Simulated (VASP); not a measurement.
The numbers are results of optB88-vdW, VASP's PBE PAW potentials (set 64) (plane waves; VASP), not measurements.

A VASP calculation is set up with these files.

INCAR:
```
SYSTEM = ZnF2
PREC = Accurate
ENCUT = 520
EDIFF = 1E-6
NELM = 100
ALGO = Normal
LREAL = .FALSE.
LASPH = .TRUE.
ISMEAR = 0
SIGMA = 0.05
GGA = BO
PARAM1 = 0.1833333333
PARAM2 = 0.22
LUSE_VDW = .TRUE.
AGGAC = 0.0
LMAXMIX = 4
LWAVE = .FALSE.
LCHARG = .FALSE.
IBRION = 2
ISIF = 3
NSW = 60
EDIFFG = -0.02
```

### KPOINTS
```
Regular mesh
0
G
  4 4 6
```

POSCAR:
```
ZnF2
1
    4.7138815176     0.0000000000     0.0000000000
    0.0000000000     4.7138815176     0.0000000000
    0.0000000000     0.0000000000     3.1398455168
Zn F
2 4
Direct
  1.0000000000   1.0000000000   0.0000000000
  0.5000000000   0.5000000000   0.5000000000
  0.3031691143   0.3031691143   0.0000000000
  0.8031691143   0.1968308857   0.5000000000
  0.1968308857   0.8031691143   0.5000000000
  0.6968308857   0.6968308857   1.0000000000
```

POTCAR, in this order: Zn F (PBE.64 set). Program: vasp_std.

Question: What will the output report for the number of irreducible k-points (NKPTS), largest plane-wave count, number of space-group operations, FFT grid (NGX, NGY, NGZ)?

Answer: 
```json
{
  "number of irreducible k-points (NKPTS)": "24",
  "largest_plane_wave_count": "1904",
  "number_of_space_group_operations": "16",
  "FFT grid (NGX, NGY, NGZ)": "36 × 36 × 24"
}
```

The compound is ZnF2 in the rutile structure. This run relaxes it. Symmetry was kept, so distortions that lower it aren't found. The start is the result of an earlier pass.
